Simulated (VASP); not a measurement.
Computed with PBEsol GGA, VASP's PBE PAW potentials (set 64) (plane waves; VASP 6.6.1).

A VASP calculation is set up with these files.

**KPOINTS**
```
k-points along high-symmetry lines
15
Line-mode
Reciprocal
  0.000000   0.000000   0.000000 ! GAMMA
  0.000000   0.500000   0.000000 ! X

  0.000000   0.500000   0.000000 ! X
  0.500000   0.500000   0.000000 ! M

  0.500000   0.500000   0.000000 ! M
  0.000000   0.000000   0.000000 ! GAMMA

  0.000000   0.000000   0.000000 ! GAMMA
  0.500000   0.500000   0.500000 ! R

  0.500000   0.500000   0.500000 ! R
  0.000000   0.500000   0.000000 ! X

  0.500000   0.500000   0.500000 ! R
  0.500000   0.500000   0.000000 ! M
```

### POSCAR
```
SrTiO3
1
    3.8964091187     0.0000000000     0.0000000000
    0.0000000000     3.8964091187     0.0000000000
    0.0000000000     0.0000000000     3.8964091187
Sr Ti O
1 1 3
Direct
  0.0000000000   0.0000000000   0.0000000000
  0.5000000000   0.5000000000   0.5000000000
  0.5000000000   0.0000000000   0.5000000000
  0.0000000000   0.5000000000   0.5000000000
  0.5000000000   0.5000000000   0.0000000000
```

### INCAR
```
# general
SYSTEM   =  SrTiO3
PREC     =  Accurate
ENCUT    =  520
LREAL    =  .FALSE.
LASPH    =  .TRUE.
ICHARG   =  11

# electronic loop
EDIFF    =  1E-7
NELM     =  100
ALGO     =  Normal
LMAXMIX  =  4

# smearing
ISMEAR   =  0
SIGMA    =  0.05

# functional
GGA      =  PS

# output
LWAVE    =  .FALSE.
LCHARG   =  .FALSE.
LORBIT   =  11
```

POTCAR, in this order: Sr_sv Ti_sv O (PBE.64 set). Program: vasp_std. Read from the step before: CHGCAR.

Output

**OSZICAR**
```
       N       E                     dE             d eps       ncg     rms          rms(c)
DAV:   1     0.419565652119E+03    0.41957E+03   -0.22339E+04  4320   0.188E+03
DAV:   2     0.103636712841E+02   -0.40920E+03   -0.40193E+03  4784   0.496E+02
DAV:   3    -0.385630566051E+02   -0.48927E+02   -0.46926E+02  7112   0.144E+02
DAV:   4    -0.405851895291E+02   -0.20221E+01   -0.20209E+01  5416   0.286E+01
DAV:   5    -0.406608575758E+02   -0.75668E-01   -0.75666E-01  6272   0.454E+00
DAV:   6    -0.406618775171E+02   -0.10199E-02   -0.10199E-02  5736   0.535E-01
DAV:   7    -0.406618996815E+02   -0.22164E-04   -0.22164E-04  6336   0.712E-02
DAV:   8    -0.406619001695E+02   -0.48801E-06   -0.48844E-06  5688   0.883E-03
DAV:   9    -0.406619001811E+02   -0.11600E-07   -0.11632E-07  4216   0.135E-03
   1 F= -.40661900E+02 E0= -.40661900E+02  d E =-.525352E-33
```

**OUTCAR**
```
 val. band max:        4.0802058323   @ k =   0.5000   0.5000   0.5000

 cond. band min:       5.8917135421   @ k =   0.0000   0.0000   0.0000



 k-point     1 :       0.0000    0.0000    0.0000
  band No.  band energies     occupation
      1     -52.0951      2.00000
      2     -28.5451      2.00000
      3     -28.4614      2.00000
      4     -28.4614      2.00000
      5     -28.4614      2.00000
      6     -13.3038      2.00000
      7     -12.2929      2.00000
      8     -12.2929      2.00000
      9     -10.5688      2.00000
     10     -10.5688      2.00000
     11     -10.5688      2.00000
     12       1.2185      2.00000
     13       1.2185      2.00000
     14       1.2185      2.00000
     15       2.8820      2.00000
     16       2.8820      2.00000
     17       2.8820      2.00000
     18       3.7252      2.00000
     19       3.7252      2.00000
     20       3.7252      2.00000
     21       5.8917      0.00000
     22       5.8917      0.00000
     23       5.8917      0.00000
     24       8.4598      0.00000

 k-point     2 :       0.0000    0.0357    0.0000
  band No.  band energies     occupation
      1     -52.0950      2.00000
      2     -28.5469      2.00000
      3     -28.4613      2.00000
      4     -28.4613      2.00000
      5     -28.4601      2.00000
      6     -13.3038      2.00000
      7     -12.2945      2.00000
      8     -12.2924      2.00000
      9     -10.5682      2.00000
     10     -10.5682      2.00000
     11     -10.5589      2.00000
     12       1.2008      2.00000
     13       1.2174      2.00000
     14       1.2174      2.00000
     15       2.8632      2.00000
     16       2.8632      2.00000
     17       2.8691      2.00000
     18       3.6792      2.00000
     19       3.7145      2.00000
     20       3.7145      2.00000
     21       5.8939      0.00000
     22       5.9256      0.00000
     23       5.9256      0.00000
     24       8.4606      0.00000

...
```

The density is held fixed in this step, so its total energy and stress have no physical meaning.

The compound is SrTiO3 in the cubic perovskite structure, the ideal cubic form; the compound distorts at low or room temperature. It was relaxed first.
